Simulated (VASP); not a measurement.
These are PBEsol GGA, VASP's PBE PAW potentials (set 64) (plane waves; VASP) values and carry that method's errors.

VASP input:

POSCAR:
```
MnSi
1
    4.4399239184    -0.0000000000     0.0000000000
   -0.0000000000     4.4399239184    -0.0000000000
   -0.0000000000    -0.0000000000     4.4399239184
Mn Si
4 4
Direct
  0.8623471488   0.6376528512   0.3623471488
  0.3623471488   0.8623471488   0.6376528512
  0.1376528512   0.1376528512   0.1376528512
  0.6376528512   0.3623471488   0.8623471488
  0.1544060744   0.3455939256   0.6544060744
  0.6544060744   0.1544060744   0.3455939256
  0.8455939256   0.8455939256   0.8455939256
  0.3455939256   0.6544060744   0.1544060744
```

**INCAR**
```
SYSTEM = MnSi
PREC = Accurate; ENCUT = 500; LREAL = F
LASPH = T
EDIFF = 1E-6; NELM = 100; ALGO = Normal
LMAXMIX = 4
ISMEAR = 1; SIGMA = 0.1
GGA = PS
MAGMOM = 4*0.9 4*-0.0
ISPIN = 2
IBRION = 2; NSW = 40; ISIF = 3
EDIFFG = -0.02; PSTRESS = 50
LWAVE = F; LCHARG = F; LORBIT = 10
```

**KPOINTS**
```
K-points
0
G
  7 7 7
```

POTCAR, in this order: Mn_pv Si (PBE.64 set). Program: vasp_std.

Output

**OUTCAR**
```
 ion  position               nearest neighbor table
   1  0.862  0.638  0.362-   5 2.25   7 2.34   6 2.34   8 2.34   6 2.47   7 2.47   8 2.47   2 2.72
                             4 2.72   3 2.72   3 2.72   2 2.72   4 2.72
   2  0.362  0.862  0.638-   6 2.25   8 2.34   7 2.34   5 2.34   8 2.47   5 2.47   7 2.47   1 2.72
                             3 2.72   4 2.72   3 2.72   1 2.72   4 2.72
   3  0.138  0.138  0.138-   7 2.25   5 2.34   6 2.34   8 2.34   8 2.47   5 2.47   6 2.47   2 2.72
                             4 2.72   1 2.72   2 2.72   1 2.72   4 2.72
   4  0.638  0.362  0.862-   8 2.25   6 2.34   7 2.34   5 2.34   5 2.47   6 2.47   7 2.47   1 2.72
                             1 2.72   2 2.72   2 2.72   3 2.72   3 2.72
   5  0.154  0.346  0.654-   1 2.25   3 2.34   2 2.34   4 2.34   2 2.47   3 2.47   4 2.47   8 2.74
                             6 2.74   8 2.74   7 2.74   7 2.74   6 2.74
   6  0.654  0.154  0.346-   2 2.25   4 2.34   3 2.34   1 2.34   4 2.47   1 2.47   3 2.47   8 2.74
                             7 2.74   5 2.74   8 2.74   7 2.74   5 2.74
   7  0.846  0.846  0.846-   3 2.25   1 2.34   2 2.34   4 2.34   4 2.47   1 2.47   2 2.47   5 2.74
                             6 2.74   8 2.74   6 2.74   5 2.74   8 2.74
   8  0.346  0.654  0.154-   4 2.25   2 2.34   3 2.34   1 2.34   1 2.47   2 2.47   3 2.47   7 2.74
                             5 2.74   5 2.74   6 2.74   6 2.74   7 2.74
  LATTYP: Found a simple cubic cell.
 ALAT       =     4.4399239184
 Subroutine PRICEL returns:
 Original cell was already a primitive cell.
 Subroutine GETGRP returns: Found 12 space group operations
The static configuration has the point symmetry C_3 .
 The point group associated with its full space group is T   .
The dynamic configuration has the point symmetry C_3 .
The overall configuration has the point symmetry C_3 .
 Subroutine INISYM returns: Found 12 space group operations
 Subroutine IBZKPT returns following result:
 Found     24 irreducible k-points:

 Following reciprocal coordinates:
            Coordinates               Weight
  0.000000  0.000000  0.000000      1.000000
  0.142857  0.000000  0.000000      6.000000
  0.285714  0.000000  0.000000      6.000000
  0.428571  0.000000  0.000000      6.000000
  0.142857  0.142857  0.000000     12.000000
  0.285714  0.142857  0.000000     12.000000
 -0.142857  0.285714  0.000000     12.000000
  0.428571  0.142857  0.000000     12.000000
 -0.142857  0.428571  0.000000     12.000000
  0.285714  0.285714  0.000000     12.000000
  0.428571  0.285714  0.000000     12.000000
 -0.285714  0.428571  0.000000     12.000000
  0.428571  0.428571  0.000000     12.000000
  0.142857  0.142857  0.142857      8.000000
  0.285714  0.142857  0.142857     24.000000
  0.428571  0.142857  0.142857     24.000000
  0.285714  0.285714  0.142857     24.000000
  0.428571  0.285714  0.142857     24.000000
 -0.285714  0.428571  0.142857     24.000000
  0.428571  0.428571  0.142857     24.000000
  0.285714  0.285714  0.285714      8.000000
  0.428571  0.285714  0.285714     24.000000
  0.428571  0.428571  0.285714     24.000000
  0.428571  0.428571  0.428571      8.000000
   k-points           NKPTS =     24   k-points in BZ     NKDIM =     24   number of bands    NBANDS=     42
   number of dos      NEDOS =    301   number of ions     NIONS =      8
   total plane-waves  NPLWV =  32768
   dimension x,y,z NGX =    32 NGY =   32 NGZ =   32
   dimension x,y,z NGXF=    64 NGYF=   64 NGZF=   64
   ions per type =               4   4
   PREC   = accura    normal or accurate (medium, high low for compatibility)
   ISTART =      0    job   : 0-new  1-cont  2-samecut
   ICHARG =      2    charge: 1-file 2-atom 10-const
   ISPIN  =      2    spin polarized calculation?
   LNONCOLLINEAR =      F non collinear calculations
   LSORBIT =      F    spin-orbit coupling
   INIWAV =      1    electr: 0-lowe 1-rand  2-diag
   ENCUT  =  500.0 eV  36.75 Ry    6.06 a.u.   8.10  8.10  8.10*2*pi/ulx,y,z
   NELM   =    100;   NELMIN=  2; NELMDL= -5     # of ELM steps
   EDIFF  = 0.1E-05   stopping-criterion for ELM
   LREAL  =      F    real-space projection
   NLSPLINE    = F    spline interpolate recip. space projectors
   LMAXMIX     =    4 max onsite mixed and CHGCAR
...
```

OSZICAR:
```
       N       E                     dE             d eps       ncg     rms          rms(c)
DAV:   1     0.793708843448E+03    0.79371E+03   -0.35591E+04  4048   0.189E+03
DAV:   2    -0.750632411099E+01   -0.80122E+03   -0.77821E+03  4032   0.558E+02
DAV:   3    -0.738793830457E+02   -0.66373E+02   -0.64091E+02  4698   0.164E+02
DAV:   4    -0.759090955539E+02   -0.20297E+01   -0.20093E+01  4862   0.287E+01
DAV:   5    -0.759513891703E+02   -0.42294E-01   -0.42132E-01  4782   0.447E+00    0.389E+01
DAV:   6    -0.762300464091E+02   -0.27866E+00   -0.21908E+02  5048   0.102E+02    0.288E+01
DAV:   7    -0.663869282601E+02    0.98431E+01   -0.81033E+01  4422   0.633E+01    0.924E+00
DAV:   8    -0.663069000788E+02    0.80028E-01   -0.34989E+00  4302   0.958E+00    0.274E+00
DAV:   9    -0.662504883804E+02    0.56412E-01   -0.29024E-01  5030   0.353E+00    0.138E+00
DAV:  10    -0.662564627455E+02   -0.59744E-02   -0.21224E-02  5170   0.962E-01    0.976E-01
DAV:  11    -0.662659442053E+02   -0.94815E-02   -0.24844E-02  5136   0.875E-01    0.493E-01
DAV:  12    -0.662690249855E+02   -0.30808E-02   -0.86951E-03  5448   0.476E-01    0.194E-01
DAV:  13    -0.662692338814E+02   -0.20890E-03   -0.72571E-04  5438   0.155E-01    0.962E-02
DAV:  14    -0.662692353501E+02   -0.14688E-05   -0.77208E-05  4928   0.495E-02    0.538E-02
DAV:  15    -0.662692309181E+02    0.44320E-05   -0.12022E-05  4016   0.178E-02    0.252E-02
DAV:  16    -0.662692323027E+02   -0.13845E-05   -0.55420E-06  3542   0.123E-02    0.950E-03
DAV:  17    -0.662692325914E+02   -0.28875E-06   -0.15768E-06  2560   0.667E-03
   1 F= -.63537828E+02 E0= -.63536893E+02  d E =-.635378E+02  mag=     3.5716
```

File OUTCAR:
```
------------------------ aborting loop because EDIFF is reached ----------------------------------------
  FORCE on cell =-STRESS in cart. coord.  units (eV):
  Direction    XX          YY          ZZ          XY          YZ          ZX
  --------------------------------------------------------------------------------------
  Total        2.7284182      2.7284182      2.7284182     -0.0000000     -0.0000000      0.0000000
  in kB       49.9453351     49.9453351     49.9453351     -0.0000000     -0.0000000      0.0000000
  external PRESSURE =      -0.0546649 kB  Pullay stress =      50.0000000 kB
  volume of cell :       87.52
      direct lattice vectors                 reciprocal lattice vectors
     4.439923918  0.000000000  0.000000000     0.225229085  0.000000000  0.000000000
     0.000000000  4.439923918  0.000000000     0.000000000  0.225229085  0.000000000
     0.000000000  0.000000000  4.439923918     0.000000000  0.000000000  0.225229085
 POSITION                                       TOTAL-FORCE (eV/Angst)
 -----------------------------------------------------------------------------------
      3.82876      2.83113      1.60879        -0.009549      0.009549     -0.009549
      1.60879      3.82876      2.83113        -0.009549     -0.009549      0.009549
      0.61117      0.61117      0.61117         0.009549      0.009549      0.009549
      2.83113      1.60879      3.82876         0.009549     -0.009549     -0.009549
      0.68555      1.53441      2.90551        -0.007827      0.007827     -0.007827
      2.90551      0.68555      1.53441        -0.007827     -0.007827      0.007827
      3.75437      3.75437      3.75437         0.007827      0.007827      0.007827
      1.53441      2.90551      0.68555         0.007827     -0.007827     -0.007827
 -----------------------------------------------------------------------------------
    total drift:                               -0.000002     -0.000003     -0.000000
  FREE ENERGIE OF THE ION-ELECTRON SYSTEM (eV)
  ---------------------------------------------------
  free  energy   TOTEN  =       -66.2692325914 eV

  energy  without entropy=      -66.2664272448  energy(sigma->0) =      -66.26829748
  enthalpy is  TOTEN    =       -63.5378281797 eV   P V=        2.7314044117

 total charge

# of ion       s       p       d       tot
------------------------------------------
    1        0.355   6.428   5.355  12.138
    2        0.355   6.428   5.355  12.138
    3        0.355   6.428   5.355  12.138
    4        0.355   6.428   5.355  12.138
    5        0.745   0.937   0.000   1.683
    6        0.745   0.937   0.000   1.683
    7        0.745   0.937   0.000   1.683
    8        0.745   0.937   0.000   1.683
--------------------------------------------------
tot          4.403  29.461  21.419  55.283

 magnetization (x)

# of ion       s       p       d       tot
------------------------------------------
    1        0.000   0.006   0.927   0.933
    2        0.000   0.006   0.927   0.933
    3        0.000   0.006   0.927   0.933
    4        0.000   0.006   0.927   0.933
    5       -0.011  -0.028   0.000  -0.039
    6       -0.011  -0.028   0.000  -0.039
    7       -0.011  -0.028   0.000  -0.039
    8       -0.011  -0.028   0.000  -0.039
--------------------------------------------------
tot         -0.042  -0.088   3.709   3.579

 reached required accuracy - stopping structural energy minimisation
```
(Selected blocks of OUTCAR.)

The moments were started parallel, and other spin orders were not tried in this run.

The compound is MnSi in the B20 structure. It was relaxed first under an external pressure of 5 GPa.
